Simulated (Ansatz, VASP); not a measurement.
## Co (Cobalt): VASP beside Ansatz

Aim: how closely do two programs agree when they are given the same cell, functional and k mesh? The two relaxations start from unlike cells of this crystal (the structure described is Ansatz's start), so only their ends are compared.

Calculated with Ansatz 0.2.0; plane waves, with VASP 6.6.1 beside it; relaxation of cell and atoms at r2SCAN.

**1. The structure**

Symmetry: P6_3/mmc, No. 194, hexagonal system. Conventional cell: a = 2.457 Å, b = 2.457 Å, c = 3.967 Å, α = 90.00°, β = 90.00°, γ = 120.00°. Nearest to Co lie 12 Co at 2.44 to 2.46 Å.

**2. Ansatz: relaxation of cell and atoms, r2SCAN**

Ansatz runs on its PAW soft_1 files.

The relaxed volume is the usual yardstick between codes: in a stiff, nearly cubic crystal its relative difference is about their pressure difference at one cell divided by the bulk modulus.

Contents of input.yaml:

```yaml
crystal:
  lattice:
    - [2.4567286971, 0.0, 0.0]
    - [-1.2283643486, 2.1275894619, 0.0]
    - [0.0, 0.0, 3.9673976025]
  atoms:
    - { symbol: Co, position: [0.3333333333, 0.6666666667, 0.25], spin: 1.8 }
    - { symbol: Co, position: [0.6666666667, 0.3333333333, 0.75], spin: 1.8 }
kpoints:
  mp_grid: { grid: [24, 24, 12] }
hamiltonian:
  xc: r2scan
  pseudopotentials: { kind: paw, azcp: { folder: soft_1 } }
scf:
  occupations: { method: gaussian, width: 0.15 }
output:
  forces: true
  stress: true
  eigenvalues: true
  populations: true
magnetization:
  spin_polarized: true
relax:
  adjacent_minimum: "off"
  f_tol: 0.001
  max_steps: 60
  cell: { stress_tol: 0.01 }
```

Started as:

```
$ ansatz run input.yaml --threads 4 --pin off --max-ram 8192MiB --backend cpu --events-out ev --progress --plain --runs-dir out
```

Numbers of over 12 decimals in the logs are rounded to 6 here.

Log:

```text
Engine: ansatz 0.2.0, x86_64-unknown-linux-gnu
Pseudopotentials: kind: paw
Pseudopotential: Co, paw, valence charge 17, recommended cutoff 500 eV (meta_gga), soft_1/Co.paw.azcp
Functional definition: r2SCAN
  parameter k0 = 0.174
  parameter k1 = 0.065
  parameter a1 = 4.9479
  exchange = r2scan_x(k0 = k0, k1 = k1, a1 = a1)
  correlation = r2scan_c
Crystal: 2 atoms, lattice volume = 20.737 Å³
Basis set: ecut = 500 eV, 537 PW (Γ), exchange–correlation on 72×72×120 points (64 copies of the dense FFT grid, shifted against one another)
Bands: 23, of which v1, the nominal top of the filled ones, is band 17 counted from 1 (16 counted from 0)
Symmetry: 24 space group operations
Space group: P63/mmc (ITA 194), of the structure as read, at distance tolerance 2.7e-5 Å
Magnetic group: BNS 194.263 (UNI 1493), of the structure as read, at distance tolerance 2.7e-5 Å
k-points: 427 of 6912
Non-local potential: Co, projectors of the file, l = 0: 3, l = 1: 2, l = 2: 3, l = 3: 1
PAW form: soft (Blöchl's): semilocal exchange-correlation on the pseudo side does not see the compensation charge
PAW frozen core: Co, regenerated for the run's functional (the file was generated under x = pbe(κ = 0.804, μ = 0.219515), c = pbe(β = 0.066725))
PAW one-centre angular grid: Co, 590 points (default); XC on 160 Gauss nodes
Initial density: superposition of atomic densities (chi_scale 0.1, normalization cell)
Starting moments: Σ|m| = 3.6 μB on 2 of 2 sites
Initial wavefunctions: pseudopotential atomic-orbital guess
Functional: x = r2scan, c = r2scan; τ floored in thin density (d = 2e-4 eV/Å³)
SCF iter   1: F=—  HF=-10261.915082 eV  |F-HF|=—  |Δ(HF+E_count)|=         —  Δρ=1.00e-1 (↑1.23e-2 ↓1.00e-1)  dr2=1.56e0  dr2_τ=1.32e-2  dr2_m=4.53e-1  M=3.574 μB ∫|m|=3.765 μB  β_m=1.00  ethr=3.10e-3  ⟨swp⟩=5.0  Hψ=73786  notcnv=0
Mixer restart at iter 1: flushing history
preconditioner: auto → none  [metal: Δε(μ)=0.002 eV  Ē_g=10.016 eV  σ=0.150 eV  W_gap=0.01  n_scr=8 (ndim 8)  ℏωp=34.6 eV  f_vac=0.000  D(μ)=1.53/eV (n_scr^D=22)  sad-step TF]
SCF iter   2: F=—  HF=-10261.362217 eV  |F-HF|=—  |Δ(HF+E_count)|=   5.53e-1  Δρ=2.02e-2 (↑2.02e-2 ↓1.85e-2)  dr2=6.70e-2  dr2_τ=5.64e-3  dr2_m=3.77e-2  M=3.538 μB ∫|m|=3.938 μB  β_m=1.00  ethr=3.10e-3  ⟨swp⟩=3.1  Hψ=40235  notcnv=0  defer=1100  κ⁻¹=1.0e0(r=1)
SCF iter   3: F=—  HF=-10262.027401 eV  |F-HF|=—  |Δ(HF+E_count)|=         —  Δρ=2.25e-2 (↑2.25e-2 ↓9.01e-3)  dr2=4.05e-2  dr2_τ=4.68e-4  dr2_m=2.11e-2  M=3.601 μB ∫|m|=4.113 μB  β_m=1.00  ethr=1.97e-4  ⟨swp⟩=2.3  Hψ=33097  notcnv=0  defer=1100
Mixer restart at iter 3: flushing history
SCF iter   4: F=—  HF=-10262.388087 eV  |F-HF|=—  |Δ(HF+E_count)|=   3.61e-1  Δρ=1.10e-2 (↑1.10e-2 ↓1.06e-2)  dr2=3.03e-2  dr2_τ=2.26e-4  dr2_m=1.12e-4  M=3.574 μB ∫|m|=4.127 μB  β_m=1.00  ethr=1.19e-4  ⟨swp⟩=2.5  Hψ=35750  notcnv=0  defer=1086  κ⁻¹=1.0e0(r=1)
SCF iter   5: F=—  HF=-10262.709688 eV  |F-HF|=—  |Δ(HF+E_count)|=   3.22e-1  Δρ=8.73e-3 (↑7.25e-3 ↓8.73e-3)  dr2=1.97e-2  dr2_τ=1.38e-4  dr2_m=1.60e-4  M=3.550 μB ∫|m|=4.126 μB  β_m=1.00  ethr=8.93e-5  ⟨swp⟩=2.3  Hψ=37533  notcnv=0  defer=1072  κ⁻¹=6.3e-2(r=2)
SCF iter   6: F=—  HF=-10263.041054 eV  |F-HF|=—  |Δ(HF+E_count)|=   3.31e-1  Δρ=4.03e-3 (↑1.71e-3 ↓4.03e-3)  dr2=5.08e-3  dr2_τ=2.85e-5  dr2_m=3.79e-4  M=3.484 μB ∫|m|=4.095 μB  β_m=1.00  ethr=5.79e-5  ⟨swp⟩=2.1  Hψ=38869  notcnv=0  defer=1071  κ⁻¹=5.9e-3(r=3)
SCF iter   7: F=—  HF=-10263.043658 eV  |F-HF|=—  |Δ(HF+E_count)|=   2.60e-3  Δρ=1.20e-3 (↑1.13e-3 ↓1.20e-3)  dr2=7.20e-5  dr2_τ=4.00e-6  dr2_m=2.20e-4  M=3.463 μB ∫|m|=4.065 μB  β_m=1.00  ethr=1.49e-5  ⟨swp⟩=2.1  Hψ=29371  notcnv=0  defer=1063  κ⁻¹=2.0e-3(r=4)
SCF iter   8: F=—  HF=-10263.046876 eV  |F-HF|=—  |Δ(HF+E_count)|=   3.22e-3  Δρ=1.08e-4 (↑1.08e-4 ↓9.84e-5)  dr2=7.09e-7  dr2_τ=6.11e-8  dr2_m=1.42e-6  M=3.462 μB ∫|m|=4.064 μB  β_m=1.00  ethr=2.12e-7  ⟨swp⟩=2.0  Hψ=34569  notcnv=0  defer=1063  κ⁻¹=2.4e-4(r=5)
[...]
SCF iter   9: F=—  HF=-10263.057167 eV  |F-HF|=—  |Δ(HF+E_count)|=  1.53e-10  Δρ=1.26e-6 (↑6.32e-7 ↓1.26e-6)  dr2=3.83e-10  dr2_τ=1.42e-12  dr2_m=2.18e-11  M=3.512 μB ∫|m|=4.126 μB  β_m=1.00  ethr=2.36e-12  ⟨swp⟩=1.0  Hψ=19642  notcnv=0  κ⁻¹=7.2e-9(r=8)
SCF iter  10: F=—  HF=-10263.057167 eV  |F-HF|=—  |Δ(HF+E_count)|=  1.82e-12  Δρ=1.28e-6 (↑6.43e-7 ↓1.28e-6)  dr2=3.97e-10  dr2_τ=1.45e-12  dr2_m=2.23e-11  M=3.512 μB ∫|m|=4.126 μB  β_m=1.00  ethr=1.13e-12  ⟨swp⟩=1.0  Hψ=19642  notcnv=0  κ⁻¹=2.7e-3(r=7)
SCF iter  11: F=—  HF=-10263.057167 eV  |F-HF|=—  |Δ(HF+E_count)|=  5.51e-10  Δρ=1.04e-6 (↑1.04e-6 ↓6.40e-7)  dr2=3.65e-10  dr2_τ=1.97e-12  dr2_m=9.83e-12  M=3.512 μB ∫|m|=4.126 μB  β_m=1.00  ethr=1.13e-12  ⟨swp⟩=2.0  Hψ=33972  notcnv=0
Mixer restart at iter 11: flushing history
SCF iter  12: F=—  HF=-10263.057167 eV  |F-HF|=—  |Δ(HF+E_count)|=  1.49e-10  Δρ=3.27e-7 (↑1.50e-7 ↓3.27e-7)  dr2=3.17e-11  dr2_τ=6.32e-13  dr2_m=2.92e-12  M=3.512 μB ∫|m|=4.126 μB  β_m=1.00  ethr=1.07e-12  ⟨swp⟩=2.1  Hψ=26798  notcnv=0  κ⁻¹=1.0e0(r=1)
SCF iter  13: F=—  HF=-10263.057167 eV  |F-HF|=—  |Δ(HF+E_count)|=  1.40e-10  Δρ=2.46e-7 (↑1.27e-7 ↓2.46e-7)  dr2=2.14e-11  dr2_τ=7.00e-14  dr2_m=1.03e-12  M=3.512 μB ∫|m|=4.126 μB  β_m=1.00  ethr=9.31e-14 (applied; sched 1.00e-12)  ⟨swp⟩=2.1  Hψ=26560  notcnv=0  κ⁻¹=8.6e-3(r=2)
SCF iter  14: F=—  HF=-10263.057167 eV  |F-HF|=—  |Δ(HF+E_count)|=  2.04e-10  Δρ=1.29e-7 (↑3.89e-8 ↓1.29e-7)  dr2=3.80e-12  dr2_τ=9.95e-15  dr2_m=6.75e-13  M=3.512 μB ∫|m|=4.126 μB  β_m=1.00  ethr=6.29e-14 (applied; sched 1.00e-12)  ⟨swp⟩=2.0  Hψ=33603  notcnv=0  κ⁻¹=2.2e-3(r=3)
SCF iter  15: F=—  HF=-10263.057167 eV  |F-HF|=—  |Δ(HF+E_count)|=  6.37e-11  Δρ=5.36e-8 (↑3.70e-8 ↓5.36e-8)  dr2=2.27e-13  dr2_τ=1.44e-14  dr2_m=2.59e-13  M=3.512 μB ∫|m|=4.126 μB  β_m=1.00  ethr=1.12e-14 (applied; sched 1.00e-12)  ⟨swp⟩=2.0  Hψ=34470  notcnv=0  κ⁻¹=7.9e-5(r=4)
SCF iter  16: F=—  HF=-10263.057167 eV  |F-HF|=—  |Δ(HF+E_count)|=  2.36e-11  Δρ=1.09e-8 (↑7.09e-9 ↓1.09e-8)  dr2=2.16e-14  dr2_τ=7.72e-16  dr2_m=2.55e-15  M=3.512 μB ∫|m|=4.126 μB  β_m=1.00  ethr=2.35e-15 (applied; sched 1.00e-12)  ⟨swp⟩=2.1  Hψ=32949  notcnv=0  κ⁻¹=2.1e-5(r=5)
SCF iter  17: F=-10263.057167 eV  HF=-10263.057167 eV  |F-HF|=1.82e-12  |Δ(HF+E_count)|=  1.82e-12  Δρ=2.12e-8 (↑1.20e-8 ↓2.12e-8)  dr2=1.39e-13  dr2_τ=2.44e-16  dr2_m=5.60e-15  M=3.512 μB ∫|m|=4.126 μB  ethr=1.00e-12  ⟨swp⟩=2.8  Hψ=72397  notcnv=0
at 1 of the mixer's solves, the last at iteration 10, it left a direction of its history that read negative out of its fit and stepped the other way along it
SCF 8 converged in 17 iterations: F = -10263.057167 eV  dr2 = 1.39e-13
relax step   8: F+E_penalty+E_count = -10263.05716686 eV  Δ(F+E_penalty+E_count) = -1.727e-6 eV  max|allowed force component| = 5.551e-17 eV/Å  Δτ_max = 0.0000 Å  P = +0.000 GPa  Ω = 21.261 Å³  stress off target by 4.66e-4 GPa  SCF on the basis re-selected at this cell (its energy is not comparable with the rows above)  (17 SCF iters)
basis re-selected at this cell: Δ(F+E_penalty+E_count) = -1.727e-6 eV, ΔP = +0.000 GPa vs the last step (what re-selecting the basis moved, of the pressure what is left beyond the Pulay correction that the steps carried, after the strain that the cell walked since its last selection, with what the two solves' SCF thresholds leave and, on support functions, any second-order correction that the steps lacked; it is no m [...]
SCF converged after 17 iterations
Stability not checked: this state was not tested for a lower state beside it, because the mixer in use, unlike msr1, does not test its closes by its own steps (another_mixer; see scf.mixing.algorithm and scf.lower_state_search)
Magnetization: 3.5117 μB (18.7558 up, 15.2442 down)
Absolute magnetization: 4.1336 μB (∫|ρ↑−ρ↓|, with the PAW one-centre terms)
Spin contamination: 0.1332 ħ² per cell (⟨S²⟩ above its minimum at these occupations)
Per-site moments (μB) at R_I (Å): [(1.891206, 1.016569), (1.891206, 1.016569)]
Free energy (F): -10263.057167 eV
Harris-Foulkes:  -10263.057167 eV  (|F-HF|=1.82e-12)
Internal energy: -10263.039018 eV  (E = F + TS)
E sigma→0 (E₀):  -10263.048093 eV
Entropy (-TS):   -0.018148 eV (-9.074 meV/atom)
Fermi energy:    19.200576 eV
--- Per-component energies (eV) ---
  E_band       = -523.796096
  E_kinetic    = 583.328928
  E_local      = -5244.967926  (includes V_loc(G=0)·N_el)
  E_nonlocal   = 873.838390
  E_hartree    = 2333.273722
  E_xc         = -173.307280
  E_vxc        = -257.881910  (∫ρ·V_xc dr)
  E_paw        = -3168.400279  (= ΣΔE_a)
  E_vpaw       = -1163.829865  (= ΣTr[D̂ρ^β])
  E_aug_tail   = -0.000143  (compensation charges beyond the density's cutoff)
  E_vtau       = 19.169023  (kinetic-family band-sum trace: ∫τ·v_τ [+ j·A + Jᵃ·Aᵃ] dr)
  E_ewald      = -5466.214018
  E_core_change = -0.590411  (= ΣΔE_core)
  E_smearing   = -0.018148  (= −TS)
  E_closure    = 0.000000  (closes the sum)
  Σ components = -10263.057167   (vs F -10263.057167, Δ=0.00e0)
--- Forces (eV/Å), atoms counted from 1 ---
  atom   1  Co    -0.00000000     0.00000000    -0.00000000
  atom   2  Co     0.00000000    -0.00000000     0.00000000
  max |Σ_I F_I| component: 0.00e0 eV/Å
--- Stress (GPa, compression-positive) ---
        0.000260       0.000000       0.000000
        0.000000       0.000260      -0.000000
        0.000000      -0.000000       0.000466
  P = ⅓ Tr σ = 0.0003 GPa (0.003 kbar)
--- Band table (eV; the first three rows and the last of 854) ---
  k-point 0 ↑: bands = [... 13 lower, 16.1095, 16.1095, 16.4583, 16.4583, 17.5755, 17.5755, 18.8175, 25.4361, ... 2 higher]
  k-point 1 ↑: bands = [... 13 lower, 16.0900, 16.0900, 16.5047, 16.5047, 17.5719, 17.5719, 18.4903, 25.8984, ... 2 higher]
  k-point 2 ↑: bands = [... 13 lower, 16.0360, 16.0360, 16.6234, 16.6234, 17.5577, 17.5577, 17.7273, 27.0765, ... 2 higher]
  k-point 426 ↓: bands = [... 13 lower, 17.1504, 19.1387, 19.1387, 20.5173, 20.5173, 25.6535, 25.6535, 27.4393, ... 2 higher]
--- Relaxed structure (6 steps of the walk, 6 accepted, 2 SCFs on fresh bases) ---
  F+E_penalty+E_count = -10263.05716686 eV   max|allowed force component| = 5.551e-17 eV/Å   (the final SCF, on the basis selected at the relaxed cell)
  cell:  # Å, volume = 21.2608 Å³
    - [2.471718, 2.9043633057964815e-11, 0.0]
    - [-1.235859, 2.140570, 0.0]
    - [0.0, 0.0, 4.018386]
  atoms:
    - { symbol: Co, position: [0.333333, 0.666667, 0.250000] }
    - { symbol: Co, position: [0.666667, 0.333333, 0.750000] }
--- Löwdin populations: 2 sites ---
  site symbol       q [e]    m [muB]
     0     Co     16.7600     1.8654
     1     Co     16.7600     1.8654
  spilling = 0.014117 (of n_electrons = 34.000000)
```

[end of part 1 of 2]

[Lines on the potential files, build, host, timing and source positions are cut from VASP's logs without a mark.]

[Logs are printed without paths, hosts, clocks, repeated set-up lines and the standing remarks that a program may print on its own settings, such as how far it seeks lower states.]

[Hosts, paths, dates, database ids (printed as entryN), source tags and the programs' standing remarks are cut or masked in the printed files.]
